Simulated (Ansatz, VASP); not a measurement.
# Cross-check of LaGaS3 between VASP and Ansatz

One calculation is typed for both programs; each brings its own data sets. How far apart do they land? The cell is generated by rule, not measured, and may not be a known phase. The cell is taken from a series of runs on this material, whose earlier steps may have relaxed, scaled, displaced or heated it; both programs get it as it stands.

Program: Ansatz 0.2.0. Level of theory: plane waves, with VASP 6.6.1 beside it; relaxation of cell and atoms at PBEsol. Results are calculated unless marked as measured.

## (1) The structure

The structure is cubic, space group Pm-3m (No. 221). Conventional cell: a = 4.678 Å, b = 4.678 Å, c = 4.678 Å, α = 90.00°, β = 90.00°, γ = 90.00°. Nearest to La lie 12 S at 3.31 Å. Nearest to Ga lie 6 S at 2.34 Å. Nearest to S lie 2 Ga at 2.34 Å and 4 La at 3.31 Å. Farther neighbours and most contacts between anions are not listed.

## (2) VASP: relaxation of cell and atoms, PBEsol, pair 1

The relaxed volume is the usual yardstick between codes: in a stiff, nearly cubic crystal its relative difference is about their pressure difference at one cell divided by the bulk modulus.

Lines of VASP's logs that name or quote its potential files are left out, and so is its time.

Input file INCAR:

```
SYSTEM = LaGaS3
PREC = Accurate
ENCUT = 500
EDIFF = 1E-07
NELM = 200
ISMEAR = 0
SIGMA = 0.1
LREAL = .FALSE.
ALGO = Normal
GGA = PS
NBANDS = 27
LASPH = .TRUE.
LORBIT = 11
LWAVE = .FALSE.
LCHARG = .FALSE.
ISIF = 3
IBRION = 2
NSW = 80
EDIFFG = -0.005
GGA_COMPAT = .FALSE.
NELMIN = 4
LMAXMIX = 6
KPAR = 2
```

Input file POSCAR:

```
LaGaS3
1.0
    4.6782070000      0.0000000000      0.0000000000
    0.0000000000      4.6782070000      0.0000000000
    0.0000000000      0.0000000000      4.6782070000
La Ga S
1 1 3
Direct
    0.0000000000      0.0000000000      0.0000000000
    0.4999998931      0.4999998931      0.4999998931
    0.4999998931      0.4999998931      0.0000000000
    0.4999998931      0.0000000000      0.4999998931
    0.0000000000      0.4999998931      0.4999998931
```

Input file KPOINTS:

```
Automatic mesh
0
Gamma
8 8 8
0 0 0
```

The projector-augmented-wave data sets are La, Ga_d and S (PBE family, release 64).

Command:

```bash
$ mpirun -np 2 vasp_std
```

Numbers of over 12 decimals in the logs are rounded to 6 here.

Output:

```text
[banner, memory and clock lines left out]
running    2 mpi-ranks, on    1 nodes
 distrk:  each k-point on    1 cores,    2 groups
 distr:  one band on    1 cores,    1 groups

 POSCAR found type information on POSCAR LaGaS
 POSCAR found :  3 types and       5 ions
|                                                                             |
|               ----> ADVICE to this user running VASP <----                  |
|                                                                             |
|     You enforced a specific xc type in the INCAR file but a different       |
|     [... a line on the potential file left out ...]
|     I HOPE YOU KNOW WHAT YOU ARE DOING!                                     |
|                                                                             |

 LDA part: xc-table for (Slater+PW92), standard interpolation
 POSCAR, INCAR and KPOINTS ok, starting setup
 FFT: planning ... GRIDC
 FFT: planning ... GRID_SOFT
 FFT: planning ... GRID
 WAVECAR not read
 entering main loop
       N       E                     dE             d eps       ncg     rms          rms(c)
DAV:   1     0.357108190368E+03    0.35711E+03   -0.17233E+04  1946   0.218E+03
DAV:   2     0.481027274425E+02   -0.30901E+03   -0.29461E+03  2205   0.396E+02
DAV:   3    -0.202713101260E+02   -0.68374E+02   -0.65019E+02  2607   0.171E+02
DAV:   4    -0.279951625430E+02   -0.77239E+01   -0.75789E+01  3153   0.540E+01
DAV:   5    -0.283784405272E+02   -0.38328E+00   -0.38248E+00  3020   0.102E+01    0.103E+01
DAV:   6    -0.275485276142E+02    0.82991E+00   -0.32130E+00  3612   0.273E+01    0.687E+00
DAV:   7    -0.275181150339E+02    0.30413E-01   -0.55535E-01  2846   0.420E+00    0.312E+00
DAV:   8    -0.275187741222E+02   -0.65909E-03   -0.11034E-01  3276   0.400E+00    0.560E-01
DAV:   9    -0.275189008247E+02   -0.12670E-03   -0.31344E-02  3404   0.214E+00    0.285E-01
DAV:  10    -0.275181623475E+02    0.73848E-03   -0.38631E-03  3372   0.530E-01    0.885E-02
DAV:  11    -0.275183043559E+02   -0.14201E-03   -0.16390E-03  3257   0.246E-01    0.642E-02
DAV:  12    -0.275183001696E+02    0.41863E-05   -0.16979E-04  3260   0.775E-02    0.214E-02
DAV:  13    -0.275183118321E+02   -0.11663E-04   -0.43297E-05  3332   0.370E-02    0.218E-02
DAV:  14    -0.275183084218E+02    0.34103E-05   -0.28755E-05  3348   0.279E-02    0.368E-03
DAV:  15    -0.275183086283E+02   -0.20646E-06   -0.30202E-06  3260   0.109E-02    0.391E-03
DAV:  16    -0.275183086320E+02   -0.37016E-08   -0.98724E-08  2316   0.210E-03
   1 F= -.27518309E+02 E0= -.27516381E+02  d E =-.275183E+02
 curvature:   0.00 expect dE= 0.000E+00 dE for cont linesearch  0.000E+00
 trial: gam= 0.00000 g(F)=  0.000E+00 g(S)=  0.183E-04 ort = 0.000E+00 (trialstep = 0.100E+01)
 search vector abs. value=  0.183E-04
 bond charge predicted
       N       E                     dE             d eps       ncg     rms          rms(c)
DAV:   1    -0.275184328440E+02   -0.12422E-03   -0.27941E-03  2515   0.661E-01    0.696E-02
DAV:   2    -0.275183386635E+02    0.94181E-04   -0.30132E-04  2846   0.299E-01    0.308E-02
DAV:   3    -0.275183098149E+02    0.28849E-04   -0.80668E-05  3006   0.928E-02    0.884E-03
DAV:   4    -0.275183095732E+02    0.24180E-06   -0.56530E-06  2793   0.195E-02    0.461E-03
DAV:   5    -0.275183098137E+02   -0.24059E-06   -0.55218E-07  3206   0.719E-03    0.164E-03
DAV:   6    -0.275183101923E+02   -0.37853E-06   -0.16472E-07  2080   0.448E-03    0.343E-04
DAV:   7    -0.275183101162E+02    0.76089E-07   -0.25486E-08  1801   0.209E-03
   2 F= -.27518310E+02 E0= -.27516384E+02  d E =-.148417E-05
 trial-energy change:   -0.000001  1 .order   -0.000002   -0.000018    0.000014
 step:   0.5357(harm=  0.5667)  dis= 0.00000  next Energy=   -27.518313 (dE=-0.480E-05)
 reached required accuracy - stopping structural energy minimisation
```

Parts of OUTCAR (step 2):

```text
ion  position               nearest neighbor table
   1  0.000  0.000  0.000-
   2  0.500  0.500  0.500-   3 2.34   4 2.34   5 2.34   5 2.34   4 2.34   3 2.34
   3  0.500  0.500  0.000-   2 2.34   2 2.34
   4  0.500  0.000  0.500-   2 2.34   2 2.34
   5  0.000  0.500  0.500-   2 2.34   2 2.34

  LATTYP: Found a simple cubic cell.
 ALAT       =     4.6782070000

 Subroutine GETGRP returns: Found 48 space group operations
 (whereof 48 operations were pure point group operations)

The static configuration has the point symmetry O_h .

 Found     35 irreducible k-points:

   k-points           NKPTS =     35   k-points in BZ     NKDIM =     35   number of bands    NBANDS=     27

   dimension x,y,z NGX =    36 NGY =   36 NGZ =   36
   dimension x,y,z NGXF=    72 NGYF=   72 NGZF=   72

   ENCUT  =  500.0 eV  36.75 Ry    6.06 a.u.   8.53  8.53  8.53*2*pi/ulx,y,z

   NELECT =      42.0000    total number of electrons

 k-points in reciprocal lattice and weights: Automatic mesh
   0.00000000  0.00000000  0.00000000       0.002
   0.12500000  0.00000000  0.00000000       0.012
   0.25000000  0.00000000  0.00000000       0.012
   0.37500000  0.00000000  0.00000000       0.012
   0.50000000  0.00000000  0.00000000       0.006
   0.12500000  0.12500000  0.00000000       0.023
   0.25000000  0.12500000  0.00000000       0.047
   0.37500000  0.12500000  0.00000000       0.047
   0.50000000  0.12500000  0.00000000       0.023
[...]
0.50000000  0.50000000  0.37500000       0.012
   0.50000000  0.50000000  0.50000000       0.002

 average (electrostatic) potential at core
       1 -97.6713       2 -63.2475       3 -84.0272       4 -84.0272       5 -84.0272

 E-fermi :   6.6693

 k-point     1 :       0.0000    0.0000    0.0000
  band No.  band energies     occupation
    ...
     18       5.2529      2.00000
     19       5.2529      2.00000
     20       6.2189      2.00000
     21       6.2189      2.00000
     22       6.2189      2.00000
     23       8.0301      0.00000
     24       8.0301      0.00000
     25       8.6433      0.00000
     26       8.7451      0.00000
     27       8.7590      0.00000

 k-point     2 :       0.1250    0.0000    0.0000
  band No.  band energies     occupation
    ...
     18       5.1178      2.00000
     19       5.1178      2.00000
     20       6.1012      2.00000
     21       6.1012      2.00000
     22       6.2104      2.00000
     23       8.1635      0.00000
     24       8.3088      0.00000
     25       8.6116      0.00000
     26       8.6755      0.00000
     27       8.6786      0.00000

 k-point     3 :       0.2500    0.0000    0.0000
  band No.  band energies     occupation
    ...
     17       4.7448      2.00000
     18       4.8653      2.00000
     19       4.8653      2.00000
     20       5.8194      2.00000
     21       5.8194      2.00000
     22       6.9636      0.00003
     23       8.4291      0.00000
     24       8.5805      0.00000
     25       8.5809      0.00000
     26       8.6557      0.00000
    ...

  Total        0.0192376      0.0192376      0.0192376      0.0000000      0.0000000     -0.0000000
  in kB        0.3012590      0.3012590      0.3012590      0.0000000      0.0000000     -0.0000000
  external PRESSURE =       0.3012590 kB  Pullay stress =       0.0000000 kB

  energy-cutoff  :      500.00
  volume of cell :      102.31
      direct lattice vectors                 reciprocal lattice vectors
     4.677071282  0.000000000 -0.000000000     0.213809014 -0.000000000  0.000000000
     0.000000000  4.677071282 -0.000000000    -0.000000000  0.213809014 -0.000000000
    -0.000000000  0.000000000  4.677071282     0.000000000  0.000000000  0.213809014

 POSITION                                       TOTAL-FORCE (eV/Angst)
 -----------------------------------------------------------------------------------
      0.00000      0.00000      0.00000         0.000000      0.000000      0.000000
      2.33854      2.33854      2.33854        -0.000000      0.000000      0.000000
      2.33854      2.33854     -0.00000         0.000000      0.000000      0.000000
      2.33854      0.00000      2.33854        -0.000000      0.000000      0.000000
     -0.00000      2.33854      2.33854        -0.000000      0.000000      0.000000
 -----------------------------------------------------------------------------------
    total drift:                                0.000817      0.000817      0.000817

  FREE ENERGIE OF THE ION-ELECTRON SYSTEM (eV)
  ---------------------------------------------------
  free  energy   TOTEN  =       -27.5183101162 eV

  energy  without entropy=      -27.5144586171  energy(sigma->0) =      -27.51638437

 reached required accuracy - stopping structural energy minimisation

 total charge
# of ion       s       p       d       f       tot
--------------------------------------------------
    1        2.002   5.638   0.460   0.170   8.270
    2        0.812   0.770  10.137   0.000  11.720
    3        1.337   2.401   0.000   0.000   3.739
    4        1.337   2.401   0.000   0.000   3.739
    5        1.337   2.401   0.000   0.000   3.739
--------------------------------------------------
tot          6.826  13.612  10.598   0.170  31.206

[... 3 further parts left out ...]
```

CONTCAR:

```
LaGaS3
   1.00000000000000
     4.6770712816881215    0.0000000000000000   -0.0000000000000000
     0.0000000000000000    4.6770712816881215   -0.0000000000000000
    -0.0000000000000000    0.0000000000000000    4.6770712816881215
  La              Ga              S
     1     1     3
Direct
     0.0000000000000000    0.0000000000000000    0.0000000000000000
     0.4999998930999965    0.4999998930999965    0.4999998930999965
     0.4999998930999965    0.4999998930999965    0.0000000000000000
     0.4999998930999965    0.0000000000000000    0.4999998930999965
     0.0000000000000000    0.4999998930999965    0.4999998930999965
```

(Part 1 of 3 ends here.)

[Lines on the potential files, build, host, timing and source positions are cut from VASP's logs without a mark.]

[Logs are printed without paths, hosts, clocks, repeated set-up lines and the standing remarks that a program may print on its own settings, such as how far it seeks lower states.]

[Hosts, paths, dates, database ids (printed as entryN), source tags and the programs' standing remarks are cut or masked in the printed files.]
